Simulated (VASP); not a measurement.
# AlN: exact exchange and RPA correlation, part 2 of 6

How do semilocal functionals compare with the RPA for AlN, and at what cost? The scan starts from a database cell scaled to its smallest volume. The cell is of the zinc-blende type, which need not be the form that is stable at ambient conditions. The start is a computed cell from a database.

VASP 6.6.1, plane waves and PAW; the level of theory is named at each step.

So far. Step 3 (Exact exchange, volume ratio 0.94): The Hartree-Fock energy on these orbitals is -12.8991 eV an atom. Step 4 (Empty bands, volume ratio 0.94): WAVECAR now holds 464 bands for 8 electrons.

### 5. RPA correlation, volume ratio 0.94

This step: RPA correlation on PBE orbitals; plane waves and PAW (Al_GW, N_GW) (VASP 6.6.1).

The RPA correlation energy follows from the response function on imaginary frequencies; VASP computes it for a row of response cutoffs and extrapolates.

INCAR

```
SYSTEM = AlN
PREC = Accurate
ENCUT = 470
ISMEAR = 0
SIGMA = 0.05
LREAL = .FALSE.
GGA = PE
NBANDS = 464
ALGO = ACFDT
ENCUTGW = 200
NOMEGA = 12
PRECFOCK = Fast
LWAVE = .FALSE.
LCHARG = .FALSE.
```

POSCAR

```
AlN
1.0
    0.0000000000      2.1394097525      2.1394097525
    2.1394097525      0.0000000000      2.1394097525
    2.1394097525      2.1394097525      0.0000000000
Al N
1 1
Direct
    0.0000000000      0.0000000000      0.0000000000
    0.2500000000      0.2500000000      0.2500000000
```

KPOINTS

```
Automatic mesh
0
Gamma
4 4 4
0 0 0
```

The projector-augmented-wave data sets are Al_GW and N_GW (PBE family, release 64).

Launch:

```sh
$ mpirun -np 8 vasp_std
```

The log of the run:

```text
[banner, memory and clock lines left out]
running    8 mpi-ranks, on    1 nodes
 distrk:  each k-point on    8 cores,    1 groups
 distr:  one band on    1 cores,    8 groups

 POSCAR found type information on POSCAR AlN
 POSCAR found :  2 types and       2 ions
 [... a notice as in an earlier step ...]

 LDA part: xc-table for (Slater+PW92), standard interpolation
 found WAVECAR, reading the header
 POSCAR, INCAR and KPOINTS ok, starting setup
 FFT: planning ... GRIDC
 FFT: planning ... GRID_SOFT
 FFT: planning ... GRID
 reading WAVECAR
 the WAVECAR file was read successfully
 initial charge from wavefunction
 available memory per node:     43.22 GB, setting MAXMEM to     44255

 The Fermi energy was updated, please check that it is located mid-gap
 values below the HOMO (VB) or above the LUMO (CB) will cause erroneous energies
 E-fermi :   7.1745

 the WAVEDER file was read successfully
 set NWRITE>2 for more details about minimax calculation
 number of imaginary grid points requested:      12
 number of distinct grids requested:  1
 quadrature errors minimized for energies in [ 0.332E+01, 0.474E+03 ]
 bosonic grid (T=0, re) determined with error: 0.6608E-08
 bosonic grid (re): 0.6608E-08
       0.7373       2.3737       4.5428       7.7725      12.9049
      21.3653      35.6570      60.3190     103.9543     184.4308
     348.3729     810.9848
energies w=
    0.000    0.737    0.000    2.374    0.000    4.543    0.000    7.773
    0.000   12.905    0.000   21.365    0.000   35.657    0.000   60.319
    0.000  103.954    0.000  184.431    0.000  348.373    0.000  810.985
 responsefunction array rank=     144
 LDA part: xc-table for (Slater+PW92), standard interpolation

 min. memory requirement per mpi rank     74.7 MB, per node    597.5 MB

 allocating   2 responsefunctions rank=   144
 shmem allocating  12 responsefunctions rank=   144
 response function shared by NCSHMEM nodes    1
 Doing            2  frequencies on each core in blocks of           12
NQ=   1    0.0000    0.0000    0.0000,
|.........|.........|.........|.........
 performed       1413000 updates of chi_q(r,r)
 total number of BLAS operations        212.18 Gflops
NQ=   2    0.2500    0.0000    0.0000,
|.........|.........|.........|.........
 performed       2826000 updates of chi_q(r,r)
 total number of BLAS operations        409.16 Gflops
NQ=   3    0.5000    0.0000    0.0000,
|.........|.........|.........|.........
 performed       4239000 updates of chi_q(r,r)
 total number of BLAS operations        571.95 Gflops
NQ=   4    0.2500    0.2500    0.0000,
|.........|.........|.........|.........
 performed       5652000 updates of chi_q(r,r)
 total number of BLAS operations        771.93 Gflops
NQ=   5    0.5000    0.2500    0.0000,
|.........|.........|.........|.........
 performed       7065000 updates of chi_q(r,r)
 total number of BLAS operations        945.75 Gflops
NQ=   6   -0.2500    0.2500    0.0000,
|.........|.........|.........|.........
 performed       8478000 updates of chi_q(r,r)
 total number of BLAS operations       1122.39 Gflops
NQ=   7    0.5000    0.5000    0.0000,
|.........|.........|.........|.........
 performed       9891000 updates of chi_q(r,r)
 total number of BLAS operations       1274.51 Gflops
NQ=   8   -0.2500    0.5000    0.2500,
|.........|.........|.........|.........
 performed      11304000 updates of chi_q(r,r)
 total number of BLAS operations       1426.63 Gflops
 entering main loop
```

Wall time 17 s (8 MPI ranks of Intel Xeon 6975P-C (Granite Rapids), shared host); peak memory 1.2 GiB.

OUTCAR, selected parts (step 5):

```text
   k-points           NKPTS =      8   k-points in BZ     NKDIM =     64   number of bands    NBANDS=    464

   NELECT =       8.0000    total number of electrons

 E-fermi :   7.1745

 Hartree contr. to MP2           -6.572573      0.000000

 Hartree contr. to MP2           -3.331131      0.000000

 Hartree contr. to MP2           -0.811465      0.000000

 Hartree contr. to MP2           -1.633480      0.000000

      cutoff energy     smooth cutoff   RPA   correlation   Hartree contr. to MP2

      cutoff energy     smooth cutoff   RPA   correlation   Hartree contr. to MP2
---------------------------------------------------------------------------------
            200.000           160.000      -11.4156828448      -17.9030435128
            190.476           152.381      -11.3149443726      -17.7839571614
            181.406           145.125      -11.2065606134      -17.6539127103
            172.768           138.214      -11.0908964277      -17.5130713691
            164.541           131.632      -10.9705845924      -17.3641647773
            156.705           125.364      -10.8449809965      -17.2063204850
            149.243           119.394      -10.7099020465      -17.0341071506
            142.136           113.709      -10.5676131169      -16.8497706633
  linear regression

  converged value                          -12.6762628355      -19.4767695981

[... 7 parts as in an earlier step ...]

[... 2 further parts left out ...]
```

This step gave:

| Quantity | Value |
| --- | --- |
| RPA correlation energy | -12.68 eV |

The correlation energy is -6.3381 eV an atom. With exact exchange the total is -19.2372 eV an atom.

### 6. Comparison: r2SCAN, volume ratio 0.94

This step: r2SCAN; plane waves and PAW (Al_GW, N_GW) (VASP 6.6.1).

For comparison the same cell is computed with r2SCAN.

INCAR

```
SYSTEM = AlN
PREC = Accurate
ENCUT = 470
EDIFF = 1E-06
NELM = 100
ISMEAR = 0
SIGMA = 0.05
LREAL = .FALSE.
ALGO = Normal
METAGGA = R2SCAN
LASPH = .TRUE.
NBANDS = 10
LWAVE = .FALSE.
LCHARG = .FALSE.
KPAR = 8
```

POSCAR is that of step 5.

KPOINTS is that of step 5.

Launch:

```sh
$ mpirun -np 8 vasp_std
```

The log of the run:

```text
[banner, memory and clock lines left out]
running    8 mpi-ranks, on    1 nodes
 distrk:  each k-point on    1 cores,    8 groups
 distr:  one band on    1 cores,    1 groups

 POSCAR found type information on POSCAR AlN
 POSCAR found :  2 types and       2 ions
 [... a notice as in an earlier step ...]

|                                                                             |
|               ----> ADVICE to this user running VASP <----                  |
|                                                                             |
|     You enforced a specific xc type in the INCAR file but a different       |
|     [... a line on the potential file left out ...]
|     I HOPE YOU KNOW WHAT YOU ARE DOING!                                     |
|                                                                             |

 LDA part: xc-table for (None), standard interpolation
 POSCAR, INCAR and KPOINTS ok, starting setup
 FFT: planning ... GRIDC
 FFT: planning ... GRID_SOFT
 FFT: planning ... GRID
 WAVECAR not read
 entering main loop
       N       E                     dE             d eps       ncg     rms          rms(c)
DAV:   1     0.136230E+02    0.13623E+02   -0.44862E+03   160   0.703E+02
DAV:   2    -0.224488E+02   -0.36072E+02   -0.35081E+02   194   0.191E+02
DAV:   3    -0.236837E+02   -0.12349E+01   -0.12302E+01   196   0.297E+01
DAV:   4    -0.236900E+02   -0.63082E-02   -0.63070E-02   210   0.266E+00
DAV:   5    -0.236901E+02   -0.78391E-04   -0.78391E-04   208   0.235E-01    0.841E+00
DAV:   6    -0.189618E+02    0.47283E+01   -0.90540E+00   204   0.201E+01    0.224E+00
DAV:   7    -0.190537E+02   -0.91889E-01   -0.41639E-01   182   0.469E+00    0.146E+00
DAV:   8    -0.190769E+02   -0.23219E-01   -0.29460E-02   164   0.254E+00    0.190E-01
DAV:   9    -0.190767E+02    0.21819E-03   -0.16204E-03   236   0.404E-01    0.566E-02
DAV:  10    -0.190767E+02   -0.72868E-04   -0.12764E-04   174   0.157E-01    0.395E-03
DAV:  11    -0.190767E+02   -0.33855E-06   -0.36733E-06   198   0.152E-02
   1 F= -.19076741E+02 E0= -.19076741E+02  d E =-.101139E-11
```

The job ended after 5.6 s (8 MPI ranks; peak memory 1 GiB).

OUTCAR, selected parts (step 6):

```text
   NELECT =       8.0000    total number of electrons

 E-fermi :   5.4577

 k-point     1 :       0.0000    0.0000    0.0000
  band No.  band energies     occupation
      1     -10.9092      2.00000
      2       5.2287      2.00000
      3       5.2287      2.00000
      4       5.2287      2.00000
      5      10.6723      0.00000
      6      19.3424      0.00000
      7      19.3424      0.00000
      8      19.3424      0.00000
      9      24.3167      0.00000
    ...

  Total        1.6337317      1.6337317      1.6337317      0.0000000     -0.0000000     -0.0000000
  in kB      133.6532117    133.6532117    133.6532117      0.0000000     -0.0000000     -0.0000000
  external PRESSURE =     133.6532117 kB  Pullay stress =       0.0000000 kB

 POSITION                                       TOTAL-FORCE (eV/Angst)
 -----------------------------------------------------------------------------------
      0.00000      0.00000      0.00000         0.000000      0.000000     -0.000000
      1.06970      1.06970      1.06970        -0.000000     -0.000000      0.000000
 -----------------------------------------------------------------------------------
    total drift:                                0.000001      0.000001      0.000001

  FREE ENERGIE OF THE ION-ELECTRON SYSTEM (eV)
  ---------------------------------------------------
  free  energy   TOTEN  =       -19.0767410278 eV

  energy  without entropy=      -19.0767410278  energy(sigma->0) =      -19.07674103

[... 8 parts as in an earlier step ...]

[... 8 further parts left out ...]
```

The PAW data sets were made with PBE, which is usual practice but a small mismatch for other functionals.

Read from the output:

```yaml
free_energy_toten: -19.08 eV
fermi_energy: 5.458 eV
pressure: 13.37 GPa
gap_on_the_k_mesh: 3.963 eV
least_direct_gap_on_the_k_mesh: 5.444 eV
```

Its energy is -9.5384 eV an atom, on a zero of its own.

### 7. Orbitals for comparison: HSE06, volume ratio 0.94

This step: PBE; plane waves and PAW (Al_GW, N_GW) (VASP 6.6.1).

A hybrid converges faster from good orbitals, so a cheap PBE run writes WAVECAR first.

INCAR

```
SYSTEM = AlN
PREC = Accurate
ENCUT = 470
EDIFF = 1E-05
NELM = 100
ISMEAR = 0
SIGMA = 0.05
LREAL = .FALSE.
ALGO = Normal
GGA = PE
NBANDS = 10
LORBIT = 11
LWAVE = .TRUE.
LCHARG = .FALSE.
KPAR = 8
```

POSCAR is that of step 6.

KPOINTS is that of step 6.

Launch:

```sh
$ mpirun -np 8 vasp_std
```

The log of the run:

```text
[banner, memory and clock lines left out]
running    8 mpi-ranks, on    1 nodes
 distrk:  each k-point on    1 cores,    8 groups
 distr:  one band on    1 cores,    1 groups

 POSCAR found type information on POSCAR AlN
 POSCAR found :  2 types and       2 ions
 [... a notice as in an earlier step ...]

 LDA part: xc-table for (Slater+PW92), standard interpolation
 POSCAR, INCAR and KPOINTS ok, starting setup
 FFT: planning ... GRIDC
 FFT: planning ... GRID_SOFT
 FFT: planning ... GRID
 WAVECAR not read
 entering main loop
       N       E                     dE             d eps       ncg     rms          rms(c)
[... 10 cycles as in an earlier step ...]
DAV:  11    -0.147433E+02    0.17894E-05   -0.10619E-05   116   0.349E-02
   1 F= -.14743313E+02 E0= -.14743313E+02  d E =-.187190E-10
 writing wavefunctions
```

The job ended after 1.8 s (8 MPI ranks; peak memory 0.98 GiB; 7.3 s of CPU time).

From OUTCAR (step 7):

```text
   NELECT =       8.0000    total number of electrons

 E-fermi :   5.7261

 k-point     1 :       0.0000    0.0000    0.0000
  band No.  band energies     occupation
      1      -9.8498      2.00000
      2       5.5135      2.00000
      3       5.5135      2.00000
      4       5.5135      2.00000
      5      10.2496      0.00000
      6      18.6642      0.00000
      7      18.6642      0.00000
      8      18.6642      0.00000
      9      23.6757      0.00000
    ...

  Total        2.1945296      2.1945296      2.1945296      0.0000000      0.0000000      0.0000000
  in kB      179.5312734    179.5312734    179.5312734      0.0000000      0.0000000      0.0000000
  external PRESSURE =     179.5312734 kB  Pullay stress =       0.0000000 kB

  FREE ENERGIE OF THE ION-ELECTRON SYSTEM (eV)
  ---------------------------------------------------
  free  energy   TOTEN  =       -14.7433132465 eV

  energy  without entropy=      -14.7433132464  energy(sigma->0) =      -14.74331325

[... 10 parts as in an earlier step ...]

[... 8 further parts left out ...]
```

Read from the output:

```yaml
free_energy_toten: -14.74 eV
fermi_energy: 5.726 eV
pressure: 17.95 GPa
gap_on_the_k_mesh: 3.322 eV
least_direct_gap_on_the_k_mesh: 4.736 eV
```

The run ends at a pressure of 17.95 GPa.

### 8. Comparison: HSE06, volume ratio 0.94

This step: HSE06; plane waves and PAW (Al_GW, N_GW) (VASP 6.6.1).

For comparison the same cell is computed with HSE06.

INCAR

```
SYSTEM = AlN
PREC = Accurate
ENCUT = 470
EDIFF = 1E-06
NELM = 100
ISMEAR = 0
SIGMA = 0.05
LREAL = .FALSE.
ALGO = Normal
LHFCALC = .TRUE.
AEXX = 0.25
GGA = PE
HFSCREEN = 0.2
LASPH = .TRUE.
NBANDS = 10
PRECFOCK = Fast
LWAVE = .FALSE.
LCHARG = .FALSE.
KPAR = 8
```

POSCAR is that of step 7.

KPOINTS is that of step 7.

The run starts from files that an earlier step left in the folder.

Launch:

```sh
$ mpirun -np 8 vasp_std
```

The log of the run:

```text
[banner, memory and clock lines left out]
running    8 mpi-ranks, on    1 nodes
 distrk:  each k-point on    1 cores,    8 groups
 distr:  one band on    1 cores,    1 groups

 POSCAR found type information on POSCAR AlN
 POSCAR found :  2 types and       2 ions
 [... a notice as in an earlier step ...]

 LDA part: xc-table for (Slater+PW92), standard interpolation
 found WAVECAR, reading the header
 POSCAR, INCAR and KPOINTS ok, starting setup
 FFT: planning ... GRIDC
 FFT: planning ... GRID_SOFT
 FFT: planning ... GRID
 reading WAVECAR
 the WAVECAR file was read successfully
 initial charge from wavefunction
 entering main loop
       N       E                     dE             d eps       ncg     rms          rms(c)
DAV:   1    -0.173591E+02   -0.17359E+02   -0.30942E-01   162   0.594E+00    0.335E-01
DAV:   2    -0.173605E+02   -0.14274E-02   -0.26252E-03   196   0.415E-01    0.218E-01
DAV:   3    -0.173600E+02    0.48890E-03   -0.13198E-04   188   0.143E-01    0.128E-01
DAV:   4    -0.173598E+02    0.17427E-03   -0.57133E-05   178   0.957E-02    0.748E-02
DAV:   5    -0.173598E+02    0.57168E-04   -0.21312E-05   192   0.593E-02    0.438E-02
DAV:   6    -0.173598E+02    0.18931E-04   -0.68490E-06   184   0.366E-02    0.255E-02
DAV:   7    -0.173598E+02    0.62752E-05   -0.23014E-06   158   0.222E-02    0.148E-02
DAV:   8    -0.173598E+02    0.20047E-05   -0.75160E-07    86   0.129E-02    0.862E-03
DAV:   9    -0.173598E+02    0.68988E-06   -0.30460E-07    86   0.718E-03
   1 F= -.17359756E+02 E0= -.17359756E+02  d E =-.492230E-18
```

Elapsed: 8.4 s, on 8 MPI ranks; peak memory 1.7 GiB.

Parts of OUTCAR (step 8):

```text
   k-points           NKPTS =      8   k-points in BZ     NKDIM =     64   number of bands    NBANDS=     10

   NELECT =       8.0000    total number of electrons

 E-fermi :   4.8199

 k-point     1 :       0.0000    0.0000    0.0000
  band No.  band energies     occupation
      1     -12.3113      2.00000
      2       4.5219      2.00000
      3       4.5219      2.00000
      4       4.5219      2.00000
      5      10.7350      0.00000
      6      19.4502      0.00000
      7      19.4502      0.00000
      8      19.4502      0.00000
      9      24.6080      0.00000
    ...

 POSITION                                       TOTAL-FORCE (eV/Angst)
 -----------------------------------------------------------------------------------
      0.00000      0.00000      0.00000         0.000000      0.000000     -0.000000
      1.06970      1.06970      1.06970        -0.000000     -0.000000      0.000000
 -----------------------------------------------------------------------------------
    total drift:                               -0.000002     -0.000001     -0.000002

  FREE ENERGIE OF THE ION-ELECTRON SYSTEM (eV)
  ---------------------------------------------------
  free  energy   TOTEN  =       -17.3597555855 eV

  energy  without entropy=      -17.3597555855  energy(sigma->0) =      -17.35975559

[... 8 parts as in an earlier step ...]

[... 8 further parts left out ...]
```

The k-mesh is coarse for exact exchange; levels may shift by about 0.1 eV on a finer one.

Numbers from this step:

```
free energy (TOTEN)            : -17.36 eV
Fermi energy                   : 4.820 eV
gap on the k-mesh              : 4.630 eV
least direct gap on the k-mesh : 6.213 eV
```

Its energy is -8.6799 eV an atom, on a zero of its own.

### 9. Orbitals, volume ratio 0.97

This step: PBE; plane waves and PAW (Al_GW, N_GW) (VASP 6.6.1).

The same chain follows at a volume ratio of 0.97.

INCAR

```
SYSTEM = AlN
PREC = Accurate
ENCUT = 470
EDIFF = 1E-08
NELM = 100
ISMEAR = 0
SIGMA = 0.05
LREAL = .FALSE.
ALGO = Normal
GGA = PE
NBANDS = 10
LORBIT = 11
LWAVE = .TRUE.
LCHARG = .FALSE.
KPAR = 8
```

POSCAR

```
AlN
1.0
    0.0000000000      2.1619315102      2.1619315102
    2.1619315102      0.0000000000      2.1619315102
    2.1619315102      2.1619315102      0.0000000000
Al N
1 1
Direct
    0.0000000000      0.0000000000      0.0000000000
    0.2500000000      0.2500000000      0.2500000000
```

KPOINTS is that of step 8.

Launch:

```sh
$ mpirun -np 8 vasp_std
```

The log of the run:

```text
[... set-up lines as in an earlier step ...]
 entering main loop
       N       E                     dE             d eps       ncg     rms          rms(c)
DAV:   1     0.167638E+02    0.16764E+02   -0.44771E+03   160   0.680E+02
DAV:   2    -0.160655E+02   -0.32829E+02   -0.31763E+02   194   0.187E+02
DAV:   3    -0.172451E+02   -0.11796E+01   -0.11779E+01   198   0.285E+01
DAV:   4    -0.172510E+02   -0.59271E-02   -0.59253E-02   204   0.240E+00
[...]
DAV:  11    -0.148025E+02    0.16001E-05   -0.81975E-06   212   0.312E-02    0.224E-03
DAV:  12    -0.148025E+02   -0.24629E-06   -0.25159E-07   188   0.480E-03    0.304E-04
DAV:  13    -0.148025E+02   -0.87311E-10   -0.20559E-08   134   0.876E-04
   1 F= -.14802474E+02 E0= -.14802474E+02  d E =-.172623E-21
 writing wavefunctions
```

The job ended after 2 s (8 MPI ranks; peak memory 1 GiB; 8.8 s of CPU time).

From OUTCAR (step 9):

```text
  Total        1.2710571      1.2710571      1.2710571      0.0000000      0.0000000      0.0000000
  in kB      100.7673570    100.7673570    100.7673570      0.0000000      0.0000000      0.0000000
  external PRESSURE =     100.7673570 kB  Pullay stress =       0.0000000 kB

 POSITION                                       TOTAL-FORCE (eV/Angst)
 -----------------------------------------------------------------------------------
      0.00000      0.00000      0.00000        -0.000000     -0.000000     -0.000000
      1.08097      1.08097      1.08097         0.000000      0.000000      0.000000
 -----------------------------------------------------------------------------------
    total drift:                               -0.000000     -0.000000     -0.000000

  FREE ENERGIE OF THE ION-ELECTRON SYSTEM (eV)
  ---------------------------------------------------
  free  energy   TOTEN  =       -14.8024741968 eV

  energy  without entropy=      -14.8024741968  energy(sigma->0) =      -14.80247420

[... 1 part as in an earlier step ...]

[... 2 further parts left out ...]
[key lines of the parts left out:]
E-fermi :   5.5696
```

The run ends at a pressure of 10.08 GPa.

[end of part 2 of 6]

[Long decimals in the printed logs are rounded to 6 places.]

[Lines on the potential files, build, host, timing and source positions are cut from VASP's logs without a mark.]

[Logs are printed without paths, hosts, clocks, repeated set-up lines and the standing remarks that a program may print on its own settings, such as how far it seeks lower states.]

[Hosts, paths, dates, database ids (printed as entryN), source tags and the programs' standing remarks are cut or masked in the printed files.]

[Measured values are set beside computed ones only where the two were judged alike; some that the calculation misses by far are left out.]

[Pressures printed for these runs are not shown converged in the cutoff: they can be off by several GPa and have the wrong sign.]
